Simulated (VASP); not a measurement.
Crystal: Al.

```
Al
1.0
     0.00000    2.02481    2.02481
     2.02481    0.00000    2.02481
     2.02481    2.02481    0.00000
Al
1
Direct
  0.00000 0.00000 0.00000
```

| Item | Value |
| --- | --- |
| Program | VASP 6.6.1 |
| Task | relaxation of cell and atoms |
| Functional | r2SCAN |
| Potentials or basis | VASP PAW PBE potentials, release 64 (Al) |
| Cutoff | 600 eV |
| k mesh | 16 × 16 × 16 |
| Occupations | methfessel-paxton, width 0.1 eV |
| Spin | no spin polarisation |

At the start: pressure -3.8 GPa; volume 16.60 Å³/atom.

How do energy, volume and symmetry change on relaxing?

Over 3 steps the energy falls by 9.1 meV/atom and the volume is 15.86 Å³/atom (-4.5 %); space group Fm-3m (No. 225, to 0.05 Å).

The path:
| step | energy change (eV) | largest force (eV/Å) | pressure (GPa) | volume (Å³) |
| --- | --- | --- | --- | --- |
| 1 | 0.0000 | 0.0000 | -3.77 | 16.60 |
| 2 | -0.0085 | 0.0000 | 1.13 | 15.68 |
| 3 | -0.0091 | 0.0000 | 0.03 | 15.86 |

Final structure:
```cif
data_structure
_symmetry_space_group_name_H-M 'P 1'
_symmetry_Int_Tables_number 1
_cell_length_a 2.8204
_cell_length_b 2.8204
_cell_length_c 2.8204
_cell_angle_alpha 60.000
_cell_angle_beta 60.000
_cell_angle_gamma 60.000
_cell_volume 15.86
loop_
_atom_site_label
_atom_site_type_symbol
_atom_site_fract_x
_atom_site_fract_y
_atom_site_fract_z
_atom_site_occupancy
Al1 Al 0.00000 0.00000 0.00000 1
```

Caveat: the PAW data sets were made with another functional, which shifts forces and pressure a little.
